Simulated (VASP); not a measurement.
GeSn (relaxed from the wurtzite structure, space group P6_3mc): computed properties

Computed with PBEsol GGA, VASP's PBE PAW potentials (set 64) (plane waves; VASP).

space group: P6_3mc (186)
cell: a = 4.3124 Å, b = 4.3124 Å, c = 7.0668 Å, α = 90.00°, β = 90.00°, γ = 120.00°
volume per atom: 28.45 Å³/atom
band gap (over mesh and band path): none (metal, semimetal or under 0.01 eV)
density: 5.58 g/cm³

Space group P6₃mc (No. 186); a = 4.312 Å, b = 4.312 Å, c = 7.067 Å, α = 90.00°, β = 90.00°, γ = 120.00°

```csv
atom,site,symmetry,x,y,z
Ge,2b,3m.,0.6667,0.3333,0.4997
Sn,2b,3m.,0.3333,0.6667,0.3753
```

Unless said otherwise, spin-orbit coupling is left out, though it shifts the bands of the heavy elements here.

The structure was generated: GeSn was put into the wurtzite type (P6_3mc), which need not be its known phase. It was relaxed first, which changed the volume by +6 %. Symmetry was kept, so distortions that lower it aren't found.
